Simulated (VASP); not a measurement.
Consider the following.

```xyz
2
Lattice="0.0000 2.1050 2.1050 2.1050 0.0000 2.1050 2.1050 2.1050 0.0000" Properties=species:S:1:pos:R:3 pbc="T T T"
Mg     0.0000     0.0000     0.0000
O      2.1050     2.1050     2.1050
```

These are G0W0 on PBE orbitals, VASP's PBE PAW potentials (set 64) (plane waves; VASP) values and carry that method's errors. Settings: PREC = Normal, 500 eV cut-off, 4×4×4 Γ-centred mesh, Gaussian smearing of 0.010 eV, potentials Mg_sv_GW O_GW_new.

The mesh is coarse and the basis finite, so the quasiparticle values are not converged.

NBANDS = 320, ENCUTGW = 300 eV, NOMEGA = 64. The PBE levels (eV) that the step starts from are:

| state | KS energy | filling |
|---|---|---|
| k1 (0.00, 0.00, 0.00), band 5 | -12.84 | 2 |
| k1 (0.00, 0.00, 0.00), band 6 | 4.42 | 2 |
| k1 (0.00, 0.00, 0.00), band 7 | 4.42 | 2 |
| k1 (0.00, 0.00, 0.00), band 8 | 4.42 | 2 |
| k1 (0.00, 0.00, 0.00), band 9 | 9.16 | 0 |
| k1 (0.00, 0.00, 0.00), band 10 | 20.22 | 0 |
| k1 (0.00, 0.00, 0.00), band 11 | 20.22 | 0 |
| k1 (0.00, 0.00, 0.00), band 12 | 20.22 | 0 |
| k8 (-0.25, 0.50, 0.25), band 5 | -11.24 | 2 |
| k8 (-0.25, 0.50, 0.25), band 6 | 1.47 | 2 |
| k8 (-0.25, 0.50, 0.25), band 7 | 1.47 | 2 |
| k8 (-0.25, 0.50, 0.25), band 8 | 2.64 | 2 |
| k8 (-0.25, 0.50, 0.25), band 9 | 16.08 | 0 |
| k8 (-0.25, 0.50, 0.25), band 10 | 16.08 | 0 |
| k8 (-0.25, 0.50, 0.25), band 11 | 16.61 | 0 |
| k8 (-0.25, 0.50, 0.25), band 12 | 19.97 | 0 |

Q: Give the quasiparticle energies and renormalisation factors Z.

A: 
| state | QP energy (eV) | Z |
|---|---|---|
| k1 (0.00, 0.00, 0.00), band 5 | -15.53 | 0.74 |
| k1 (0.00, 0.00, 0.00), band 6 | 2.63 | 0.78 |
| k1 (0.00, 0.00, 0.00), band 7 | 2.63 | 0.78 |
| k1 (0.00, 0.00, 0.00), band 8 | 2.63 | 0.78 |
| k1 (0.00, 0.00, 0.00), band 9 | 10.10 | 0.83 |
| k1 (0.00, 0.00, 0.00), band 10 | 21.21 | 0.83 |
| k1 (0.00, 0.00, 0.00), band 11 | 21.21 | 0.83 |
| k1 (0.00, 0.00, 0.00), band 12 | 21.21 | 0.83 |
| k8 (-0.25, 0.50, 0.25), band 5 | -13.90 | 0.75 |
| k8 (-0.25, 0.50, 0.25), band 6 | -0.59 | 0.77 |
| k8 (-0.25, 0.50, 0.25), band 7 | -0.59 | 0.77 |
| k8 (-0.25, 0.50, 0.25), band 8 | 0.67 | 0.78 |
| k8 (-0.25, 0.50, 0.25), band 9 | 17.24 | 0.81 |
| k8 (-0.25, 0.50, 0.25), band 10 | 17.24 | 0.81 |
| k8 (-0.25, 0.50, 0.25), band 11 | 17.92 | 0.82 |
| k8 (-0.25, 0.50, 0.25), band 12 | 21.27 | 0.82 |
On the mesh the gap opens from 4.74 to 7.46 eV.

The compound is MgO in the rock salt structure. The cell was not relaxed at this level. The k-mesh is coarse (spacing up to 0.65 per Å, 2π included), so the numbers may not be converged in it.
